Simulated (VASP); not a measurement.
# Band gap of GaN at several levels of theory, part 2 of 3

Aim: the gap of GaN on one structure at many levels of theory. The starting structure is a measured crystal structure from the Crystallography Open Database. The atoms were first relaxed with LDA in that cell, in a run that isn't shown, and the relaxed structure is the one below. Meshes and data sets differ where the inputs say so.

VASP 6.6.1.

Results so far: LDA 1.867 eV; PBE 1.851 eV; r2SCAN 2.249 eV.

### 5. Bands with TB-mBJ

Level of this step: TB-mBJ; plane waves and PAW (Ga_d, N) (VASP).

TB-mBJ is a local potential fitted to gaps: it costs far less than a hybrid but gives no energy. Its energies, forces and stress mean nothing.

Input file INCAR:

```
SYSTEM = GaN
PREC = Accurate
ENCUT = 460
EDIFF = 1E-06
NELM = 150
ISMEAR = 0
SIGMA = 0.03
LREAL = .FALSE.
ALGO = Normal
METAGGA = MBJ
LASPH = .TRUE.
NBANDS = 32
LORBIT = 11
LWAVE = .FALSE.
LCHARG = .FALSE.
KPAR = 8
```

Input file POSCAR:

```
GaN
1.0
    3.1972000000      0.0000000000      0.0000000000
   -1.5986000000      2.7688564210      0.0000000000
    0.0000000000      0.0000000000      5.2070000000
Ga N
2 2
Direct
    0.3333333333      0.6666666667      0.0916875968
    0.6666666667      0.3333333333      0.5916875968
    0.3333333333      0.6666666667      0.4683124032
    0.6666666667      0.3333333333      0.9683124032
```

Input file KPOINTS:

```
Automatic mesh
0
Gamma
8 8 4
0 0 0
```

Input file KPOINTS_OPT:

```
Line mode
10
Line-mode
Reciprocal
  0.00000000   0.00000000   0.00000000 GAMMA
  0.50000000   0.00000000   0.00000000 M

  0.50000000   0.00000000   0.00000000 M
  0.33333333   0.33333333   0.00000000 K

  0.33333333   0.33333333   0.00000000 K
  0.00000000   0.00000000   0.00000000 GAMMA

  0.00000000   0.00000000   0.00000000 GAMMA
  0.00000000   0.00000000   0.50000000 A

  0.00000000   0.00000000   0.50000000 A
  0.50000000   0.00000000   0.50000000 L

  0.50000000   0.00000000   0.50000000 L
  0.33333333   0.33333333   0.50000000 H

  0.33333333   0.33333333   0.50000000 H
  0.00000000   0.00000000   0.50000000 A

  0.50000000   0.00000000   0.50000000 L
  0.50000000   0.00000000   0.00000000 M

  0.33333333   0.33333333   0.00000000 K
  0.33333333   0.33333333   0.50000000 H
```

PAW data sets: Ga_d and N (PBE family, release 64).

Launch:

```sh
$ mpirun -np 8 vasp_std
```

Log:

```text
[banner, memory and clock lines left out]
running    8 mpi-ranks, on    1 nodes
[...]
[... a notice as in an earlier step ...]

 [... a notice as in an earlier step ...]

 LDA part: xc-table for (None), standard interpolation
 POSCAR, INCAR and KPOINTS ok, starting setup
[...]
entering main loop
       N       E                     dE             d eps       ncg     rms          rms(c)
DAV:   1     0.512404610550E+03    0.51240E+03   -0.14750E+04  2368   0.187E+03
DAV:   2     0.243580399476E+03   -0.26882E+03   -0.24501E+03  1968   0.446E+02
DAV:   3     0.205798834144E+03   -0.37782E+02   -0.37177E+02  2232   0.122E+02
DAV:   4     0.204639589386E+03   -0.11592E+01   -0.11578E+01  2232   0.238E+01
[...]
DAV:   8     0.211394611982E+03    0.24278E+01   -0.44902E+00  2416   0.219E+01    0.815E+00
DAV:   9     0.211926476284E+03    0.53186E+00   -0.91470E+00  2072   0.167E+01    0.496E+00
DAV:  10     0.213253023541E+03    0.13265E+01   -0.36843E+00  2400   0.224E+01    0.996E-01
[... 130 further cycles ...]
[...]
1 F= 0.21339140E+03 E0= 0.21339140E+03  d E =-.280843E-21
 Start KPOINTS_OPT (optional k-point list driver)
k-point batch [1-30\90]
       N       E                     dE             ncg
DAV:   1     0.487248272921E+04   -0.23682E+05     2400
DAV:   2    -0.329258161776E+04   -0.81651E+04     1960
DAV:   3    -0.434470425676E+04   -0.10521E+04     2208
DAV:   4    -0.437433316466E+04   -0.29629E+02     2264
DAV:   5    -0.437484458168E+04   -0.51142E+00     2376
DAV:   6    -0.437486678721E+04   -0.22206E-01     2752
DAV:   7    -0.437486706428E+04   -0.27707E-03     2424
DAV:   8    -0.437486706936E+04   -0.50833E-05     1888
DAV:   9    -0.437486706957E+04   -0.21028E-06     1560
[...]
k-point batch [61-90\90]
       N       E                     dE             ncg
DAV:   1     0.499725579809E+04   -0.32675E+05     2360
DAV:   2    -0.330455264534E+04   -0.83018E+04     1936
DAV:   3    -0.441958575481E+04   -0.11150E+04     2216
DAV:   4    -0.445231491196E+04   -0.32729E+02     2328
DAV:   5    -0.445283686341E+04   -0.52195E+00     2264
DAV:   6    -0.445285894838E+04   -0.22085E-01     2792
DAV:   7    -0.445285932336E+04   -0.37499E-03     2400
DAV:   8    -0.445285932549E+04   -0.21212E-05     1976
DAV:   9    -0.445285932569E+04   -0.20716E-06     1496
```

The job ended after 87 s (8 MPI ranks of Intel Xeon Platinum 8488C (Sapphire Rapids), shared host; peak memory 1.8 GiB).

OUTCAR, selected parts (step 5):

```text
  Total     -228.9475301   -228.9475302   -228.9875663      0.0000000     -0.0000000      0.0000000
  in kB    -7957.7213413  -7957.7213414  -7959.1129110      0.0000000     -0.0000000      0.0000000
  external PRESSURE =   -7958.1851979 kB  Pullay stress =       0.0000000 kB

 POSITION                                       TOTAL-FORCE (eV/Angst)
 -----------------------------------------------------------------------------------
     -0.00000      1.84590      0.47742         0.000000     -0.000000      0.088494
      1.59860      0.92295      3.08092        -0.000000      0.000000      0.088494
     -0.00000      1.84590      2.43850        -0.000000      0.000000     -0.088494
      1.59860      0.92295      5.04200        -0.000000      0.000000     -0.088494
 -----------------------------------------------------------------------------------
    total drift:                               -0.000001     -0.000002      0.467653

  FREE ENERGIE OF THE ION-ELECTRON SYSTEM (eV)
  ---------------------------------------------------
  free  energy   TOTEN  =       213.3914039658 eV

  energy  without entropy=      213.3914039658  energy(sigma->0) =      213.39140397

[... 2 parts as in an earlier step ...]

[... 1 further part left out ...]
[key lines of the parts left out:]
E-fermi :   5.9263
```

The log as kept lacks single lines of electronic cycles.

The electronic loop didn't reach EDIFF within its 150 cycles (NELM).

### 6. Bands with LDA + spin-orbit coupling

Spin-orbit coupling is switched on in this step.

Input file INCAR:

```
SYSTEM = GaN
PREC = Accurate
ENCUT = 460
EDIFF = 1E-06
NELM = 100
ISMEAR = 0
SIGMA = 0.03
LREAL = .FALSE.
ALGO = Normal
GGA = CA
LNONCOLLINEAR = .TRUE.
MAGMOM = 0 0 0 0 0 0 0 0 0 0 0 0
NBANDS = 48
GGA_COMPAT = .FALSE.
LASPH = .TRUE.
LSORBIT = .TRUE.
LORBIT = 11
LWAVE = .FALSE.
LCHARG = .FALSE.
KPAR = 8
```

POSCAR is that of step 5.

KPOINTS is that of step 5.

KPOINTS_OPT is that of step 5.

PAW data sets: Ga_d and N (LDA family, release 64).

Launch:

```sh
$ mpirun -np 8 vasp_ncl
```

Log:

```text
[banner, memory and clock lines left out]
running    8 mpi-ranks, on    1 nodes
[...]
[... a notice as in an earlier step ...]

 LDA part: xc-table for (Slater(with rela. corr.)+CA(PZ))
 , standard interpolation
 POSCAR, INCAR and KPOINTS ok, starting setup
[...]
entering main loop
       N       E                     dE             d eps       ncg     rms          rms(c)
DAV:   1     0.373566642992E+03    0.37357E+03   -0.15102E+04  4408   0.259E+03
DAV:   2     0.428121736142E+02   -0.33075E+03   -0.30863E+03  3920   0.669E+02
DAV:   3    -0.268582298206E+02   -0.69670E+02   -0.67593E+02  4424   0.205E+02
DAV:   4    -0.317572799273E+02   -0.48991E+01   -0.48526E+01  4976   0.577E+01
[...]
DAV:  13    -0.278890394105E+02   -0.24910E-05   -0.75044E-05  4160   0.842E-02    0.315E-02
DAV:  14    -0.278890356345E+02    0.37760E-05   -0.18365E-05  5312   0.546E-02    0.609E-03
DAV:  15    -0.278890350248E+02    0.60977E-06   -0.56002E-06  4736   0.382E-02
   1 F= -.27889035E+02 E0= -.27889035E+02  d E =-.166318E-21  mag=    -0.0000     0.0000    -0.0000
 Start KPOINTS_OPT (optional k-point list driver)
k-point batch [1-40\90]
       N       E                     dE             ncg
DAV:   1     0.881272251827E+04   -0.17652E+05     4504
DAV:   2    -0.426656286790E+04   -0.13079E+05     3920
DAV:   3    -0.689385119602E+04   -0.26273E+04     4576
DAV:   4    -0.706768698789E+04   -0.17384E+03     4616
DAV:   5    -0.707352181159E+04   -0.58348E+01     4816
DAV:   6    -0.707367932512E+04   -0.15751E+00     5152
DAV:   7    -0.707368392294E+04   -0.45978E-02     5160
DAV:   8    -0.707368398062E+04   -0.57679E-04     5056
DAV:   9    -0.707368398161E+04   -0.98776E-06     3032
[...]
k-point batch [81-90\90]
       N       E                     dE             ncg
DAV:   1     0.368834371262E+05   -0.12052E+05     1104
DAV:   2     0.336563590639E+05   -0.32271E+04      960
DAV:   3     0.330066940861E+05   -0.64966E+03     1080
DAV:   4     0.329617440587E+05   -0.44950E+02     1256
DAV:   5     0.329608167659E+05   -0.92729E+00     1064
DAV:   6     0.329607762642E+05   -0.40502E-01     1392
DAV:   7     0.329607752941E+05   -0.97011E-03     1208
DAV:   8     0.329607752840E+05   -0.10113E-04     1312
DAV:   9     0.329607752839E+05   -0.14055E-06      712
```

Run time: 37 s. Hardware: 8 MPI ranks; peak memory 2.7 GiB; 4.8 min of CPU time.

From OUTCAR (step 6):

```text
  Total       -2.0622473     -2.0622473     -1.9808767      0.0000000      0.0000000     -0.0000000
  in kB      -71.6792601    -71.6792601    -68.8509915      0.0000000      0.0000000     -0.0000000
  external PRESSURE =     -70.7365039 kB  Pullay stress =       0.0000000 kB

 POSITION                                       TOTAL-FORCE (eV/Angst)
 -----------------------------------------------------------------------------------
     -0.00000      1.84590      0.47742         0.000000     -0.000000     -0.002965
      1.59860      0.92295      3.08092         0.000000      0.000000     -0.002965
     -0.00000      1.84590      2.43850         0.000000      0.000000      0.002965
      1.59860      0.92295      5.04200        -0.000000     -0.000000      0.002965
 -----------------------------------------------------------------------------------
    total drift:                               -0.000000      0.000000      0.001243

  FREE ENERGIE OF THE ION-ELECTRON SYSTEM (eV)
  ---------------------------------------------------
  free  energy   TOTEN  =       -27.8890350248 eV

  energy  without entropy=      -27.8890350248  energy(sigma->0) =      -27.88903502

 magnetization (x)
# of ion       s       p       d       tot
------------------------------------------
    1       -0.000   0.000  -0.000  -0.000
    2        0.000   0.000   0.000   0.000
    3        0.000   0.000   0.000   0.000
    4        0.000   0.000   0.000   0.000
--------------------------------------------------
tot          0.000   0.000   0.000   0.000

 magnetization (y)
# of ion       s       p       d       tot
------------------------------------------
    1       -0.000   0.000   0.000  -0.000
    2        0.000   0.000   0.000   0.000
    3        0.000   0.000   0.000   0.000
    4        0.000   0.000   0.000   0.000
--------------------------------------------------
tot         -0.000   0.000   0.000   0.000

 magnetization (z)
# of ion       s       p       d       tot
------------------------------------------
    1        0.000   0.000   0.000   0.000
    2        0.000   0.000   0.000   0.000
    3       -0.000  -0.000   0.000  -0.000
    4       -0.000   0.000   0.000  -0.000
--------------------------------------------------
tot         -0.000   0.000   0.000  -0.000

[... 1 part as in an earlier step ...]

[... 2 further parts left out ...]
[key lines of the parts left out:]
E-fermi :   5.1635
```

LDA + spin-orbit coupling gives a direct gap of 1.864 eV. The least gap is -0.003 eV from that of LDA.

### 7. Bands with r2SCAN + spin-orbit coupling

INCAR, as its differences from that of step 6:

```diff
@@ -9,3 +9,4 @@
 ALGO = Normal
-GGA = CA
+METAGGA = R2SCAN
+LASPH = .TRUE.
 LNONCOLLINEAR = .TRUE.
@@ -14,3 +15,2 @@
 GGA_COMPAT = .FALSE.
-LASPH = .TRUE.
 LSORBIT = .TRUE.
```

POSCAR is that of step 6.

KPOINTS is that of step 6.

KPOINTS_OPT is that of step 6.

PAW data sets: Ga_d and N (PBE family, release 64).

Launch:

```sh
$ mpirun -np 8 vasp_ncl
```

Log:

```text
[... set-up lines as in an earlier step ...]
 entering main loop
       N       E                     dE             d eps       ncg     rms          rms(c)
DAV:   1     0.361575716181E+03    0.36158E+03   -0.15454E+04  4432   0.267E+03
DAV:   2     0.231224295585E+02   -0.33845E+03   -0.31600E+03  3912   0.691E+02
DAV:   3    -0.483108653118E+02   -0.71433E+02   -0.69324E+02  4456   0.210E+02
DAV:   4    -0.534838001409E+02   -0.51729E+01   -0.51296E+01  4928   0.602E+01
[...]
DAV:  13    -0.438256326226E+02    0.65339E-05   -0.61519E-06  4696   0.237E-02    0.725E-03
DAV:  14    -0.438256312506E+02    0.13720E-05   -0.31969E-06  5112   0.525E-02    0.218E-03
DAV:  15    -0.438256312906E+02   -0.40051E-07   -0.87353E-07  2688   0.959E-03
   1 F= -.43825631E+02 E0= -.43825631E+02  d E =-.753713E-18  mag=    -0.0000     0.0000     0.0000
 Start KPOINTS_OPT (optional k-point list driver)
k-point batch [1-40\90]
       N       E                     dE             ncg
DAV:   1     0.894522836643E+04   -0.17519E+05     4496
DAV:   2    -0.458239756647E+04   -0.13528E+05     3880
DAV:   3    -0.728294827244E+04   -0.27006E+04     4520
DAV:   4    -0.746363816294E+04   -0.18069E+03     4608
[...]
DAV:   8    -0.746986207063E+04   -0.63765E-04     5120
DAV:   9    -0.746986207164E+04   -0.10088E-05     3128
DAV:  10    -0.746986207183E+04   -0.18403E-06     2848
[...]
k-point batch [81-90\90]
       N       E                     dE             ncg
DAV:   1     0.369228599386E+05   -0.12013E+05     1104
DAV:   2     0.335712319496E+05   -0.33516E+04      960
DAV:   3     0.329077598357E+05   -0.66347E+03     1056
DAV:   4     0.328611067408E+05   -0.46653E+02     1224
DAV:   5     0.328598780129E+05   -0.12287E+01     1056
DAV:   6     0.328598278872E+05   -0.50126E-01     1376
DAV:   7     0.328598268013E+05   -0.10859E-02     1216
DAV:   8     0.328598267882E+05   -0.13006E-04     1376
DAV:   9     0.328598267881E+05   -0.16607E-06      720
```

Wall time 2 min (8 MPI ranks); peak memory 3 GiB.

From OUTCAR (step 7):

```text
  Total       -0.6749259     -0.6749259     -0.6656221      0.0000000      0.0000000      0.0000000
  in kB      -23.4589645    -23.4589645    -23.1355863      0.0000000      0.0000000      0.0000000
  external PRESSURE =     -23.3511718 kB  Pullay stress =       0.0000000 kB

 POSITION                                       TOTAL-FORCE (eV/Angst)
 -----------------------------------------------------------------------------------
     -0.00000      1.84590      0.47742        -0.000000      0.000000     -0.004192
      1.59860      0.92295      3.08092         0.000000     -0.000000     -0.004192
     -0.00000      1.84590      2.43850         0.000000     -0.000000      0.004192
      1.59860      0.92295      5.04200         0.000000      0.000000      0.004192
 -----------------------------------------------------------------------------------
    total drift:                               -0.000000      0.000000      0.026206

  FREE ENERGIE OF THE ION-ELECTRON SYSTEM (eV)
  ---------------------------------------------------
  free  energy   TOTEN  =       -43.8256312906 eV

  energy  without entropy=      -43.8256312906  energy(sigma->0) =      -43.82563129

 magnetization (x)
# of ion       s       p       d       tot
------------------------------------------
    1       -0.000   0.000   0.000   0.000
    2        0.000   0.000  -0.000  -0.000
    3       -0.000   0.000   0.000   0.000
    4        0.000  -0.000   0.000  -0.000
--------------------------------------------------
tot          0.000   0.000   0.000   0.000

 magnetization (y)
# of ion       s       p       d       tot
------------------------------------------
    1       -0.000   0.000   0.000  -0.000
    2        0.000   0.000   0.000   0.000
    3        0.000   0.000   0.000   0.000
    4       -0.000   0.000   0.000   0.000
--------------------------------------------------
tot         -0.000   0.000   0.000   0.000

 magnetization (z)
# of ion       s       p       d       tot
------------------------------------------
    1       -0.000   0.000  -0.000  -0.000
    2       -0.000   0.000   0.000  -0.000
    3        0.000   0.000   0.000   0.000
    4        0.000   0.000   0.000   0.000
--------------------------------------------------
tot         -0.000   0.000  -0.000  -0.000

[... 2 parts as in an earlier step ...]

[... 1 further part left out ...]
[key lines of the parts left out:]
E-fermi :   5.1308
```

r2SCAN + spin-orbit coupling gives a direct gap of 2.247 eV. The least gap is -0.002 eV from that of r2SCAN.

### 8. Bands with TB-mBJ + spin-orbit coupling

INCAR, as its differences from that of step 7:

```diff
@@ -4,3 +4,3 @@
 EDIFF = 1E-06
-NELM = 100
+NELM = 150
 ISMEAR = 0
@@ -9,3 +9,3 @@
 ALGO = Normal
-METAGGA = R2SCAN
+METAGGA = MBJ
 LASPH = .TRUE.
```

POSCAR is that of step 7.

KPOINTS is that of step 7.

KPOINTS_OPT is that of step 7.

Launch:

```sh
$ mpirun -np 8 vasp_ncl
```

Log:

```text
[... set-up lines as in an earlier step ...]
 entering main loop
       N       E                     dE             d eps       ncg     rms          rms(c)
DAV:   1     0.607656590628E+03    0.60766E+03   -0.14819E+04  4360   0.253E+03
DAV:   2     0.280659963955E+03   -0.32700E+03   -0.30428E+03  4008   0.646E+02
DAV:   3     0.210353330231E+03   -0.70307E+02   -0.68190E+02  4376   0.205E+02
DAV:   4     0.204744988145E+03   -0.56083E+01   -0.55593E+01  5160   0.613E+01
[...]
DAV:  45     0.213042615402E+03    0.38018E-05   -0.54492E-11  2040   0.879E-05    0.101E-05
DAV:  46     0.213042624310E+03    0.89084E-05   -0.23378E-11  2040   0.579E-05    0.213E-05
DAV:  47     0.213042623335E+03   -0.97542E-06   -0.13365E-11  2024   0.364E-05
   1 F= 0.21304262E+03 E0= 0.21304262E+03  d E =-.500141E-17  mag=     0.0000    -0.0000     0.0000
 Start KPOINTS_OPT (optional k-point list driver)
k-point batch [1-40\90]
       N       E                     dE             ncg
DAV:   1     0.104042117618E+05   -0.16060E+05     4496
DAV:   2    -0.306555329733E+04   -0.13470E+05     3952
DAV:   3    -0.562618533774E+04   -0.25606E+04     4488
DAV:   4    -0.578728676988E+04   -0.16110E+03     4712
DAV:   5    -0.579195875358E+04   -0.46720E+01     4848
DAV:   6    -0.579210966913E+04   -0.15092E+00     5280
DAV:   7    -0.579211258011E+04   -0.29110E-02     5000
DAV:   8    -0.579211262465E+04   -0.44545E-04     5160
DAV:   9    -0.579211262523E+04   -0.57249E-06     3080
[...]
k-point batch [81-90\90]
       N       E                     dE             ncg
DAV:   1     0.372710134944E+05   -0.11665E+05     1112
DAV:   2     0.339695010959E+05   -0.33015E+04      976
DAV:   3     0.333318266527E+05   -0.63767E+03     1080
DAV:   4     0.332915060205E+05   -0.40321E+02     1200
DAV:   5     0.332903221178E+05   -0.11839E+01     1176
DAV:   6     0.332902778466E+05   -0.44271E-01     1296
DAV:   7     0.332902771645E+05   -0.68213E-03     1272
DAV:   8     0.332902771561E+05   -0.83266E-05     1248
DAV:   9     0.332902771560E+05   -0.10005E-06      744
```

It took 1.8 min on 8 MPI ranks; peak memory 3.2 GiB.

Parts of OUTCAR (step 8):

```text
  Total     -226.0316646   -226.0316646   -226.0571662      0.0000000      0.0000000      0.0000000
  in kB    -7856.3721564  -7856.3721566  -7857.2585360      0.0000000      0.0000000      0.0000000
  external PRESSURE =   -7856.6676163 kB  Pullay stress =       0.0000000 kB

 POSITION                                       TOTAL-FORCE (eV/Angst)
 -----------------------------------------------------------------------------------
     -0.00000      1.84590      0.47742         0.000000     -0.000000      0.081349
      1.59860      0.92295      3.08092        -0.000000      0.000000      0.081349
     -0.00000      1.84590      2.43850         0.000000      0.000000     -0.081349
      1.59860      0.92295      5.04200         0.000000      0.000000     -0.081349
 -----------------------------------------------------------------------------------
    total drift:                               -0.000000      0.000000      0.465856

  FREE ENERGIE OF THE ION-ELECTRON SYSTEM (eV)
  ---------------------------------------------------
  free  energy   TOTEN  =       213.0426233346 eV

  energy  without entropy=      213.0426233346  energy(sigma->0) =      213.04262333

 magnetization (x)
# of ion       s       p       d       tot
------------------------------------------
    1        0.000   0.000   0.000   0.000
    2        0.000  -0.000   0.000  -0.000
    3        0.000   0.000   0.000   0.000
    4       -0.000  -0.000   0.000  -0.000
--------------------------------------------------
tot         -0.000  -0.000   0.000  -0.000

 magnetization (y)
# of ion       s       p       d       tot
------------------------------------------
    1        0.000   0.000   0.000   0.000
    2        0.000   0.000   0.000   0.000
    3        0.000   0.000   0.000   0.000
    4        0.000   0.000   0.000   0.000
--------------------------------------------------
tot          0.000   0.000   0.000   0.000

 magnetization (z)
# of ion       s       p       d       tot
------------------------------------------
    1        0.000  -0.000   0.000  -0.000
    2        0.000   0.000   0.000   0.000
    3        0.000   0.000   0.000   0.000
    4        0.000   0.000   0.000   0.000
--------------------------------------------------
tot          0.000   0.000   0.000   0.000

[... 2 parts as in an earlier step ...]

[... 1 further part left out ...]
[key lines of the parts left out:]
E-fermi :   5.8229
```

TB-mBJ + spin-orbit coupling gives a direct gap of 3.036 eV.

[end of part 2 of 3]

[Lines on the potential files, build, host, timing and source positions are cut from VASP's logs without a mark.]

[Logs are printed without paths, hosts, clocks, repeated set-up lines and the standing remarks that a program may print on its own settings, such as how far it seeks lower states.]

[Hosts, paths, dates, database ids (printed as entryN), source tags and the programs' standing remarks are cut or masked in the printed files.]
